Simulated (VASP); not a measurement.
Here is the system:

```xyz
4
Lattice="4.1298 2.0610 2.0610 2.0610 4.1298 2.0610 2.0610 2.0610 4.1298" Properties=species:S:1:pos:R:3 pbc="T T T"
Ni     0.0000     0.0000     0.0000
Ni     4.1259     4.1259     4.1259
O      2.0630     2.0630     2.0630
O      6.1889     6.1889     6.1889
```
Starting moments (μB, in the order of the record's atoms Ni Ni O O): 1.3 -1.3 0.0 0.0.

Level of theory: vdW-DF-cx, VASP's PBE PAW potentials (set 64) (plane waves; VASP 6.6.1). Numerical set-up: 520 eV cut-off, 10×10×10 Γ-centred mesh, tetrahedra with Blöchl corrections, potentials Ni O.

Task: Tabulate the total density of states (states/eV per cell) against energy (eV; zero at the valence-band maximum or, without a gap, the Fermi level).

Result: 
(E (eV), DOS (states/eV)): (-9.96, 0.00); (-9.60, 0.00); (-9.24, 0.00); (-8.88, 0.00); (-8.52, 0.00); (-8.16, 0.00); (-7.80, 0.32); (-7.44, 0.93); (-7.08, 2.01); (-6.72, 4.12); (-6.36, 2.13); (-6.00, 0.69); (-5.64, 3.00); (-5.28, 4.34); (-4.92, 5.83); (-4.56, 3.61); (-4.20, 3.08); (-3.84, 1.33); (-3.48, 0.57); (-3.12, 0.25); (-2.64, 0.21); (-2.28, 0.99); (-1.92, 4.38); (-1.56, 4.05); (-1.20, 10.6); (-0.84, 10.1); (-0.48, 8.57); (-0.12, 7.57); (0.24, 0.00); (0.60, 0.00); (0.96, 1.06); (1.32, 4.42); (1.68, 4.20); (2.04, 0.10); (2.40, 0.00); (2.76, 0.03); (3.12, 0.05); (3.48, 0.07); (3.84, 0.10); (4.20, 0.13)
Within 2 eV below the valence-band maximum the largest weight inside VASP's projection spheres is Ni d.

The compound is NiO in the rock salt, AFM-II order structure. It was relaxed first.
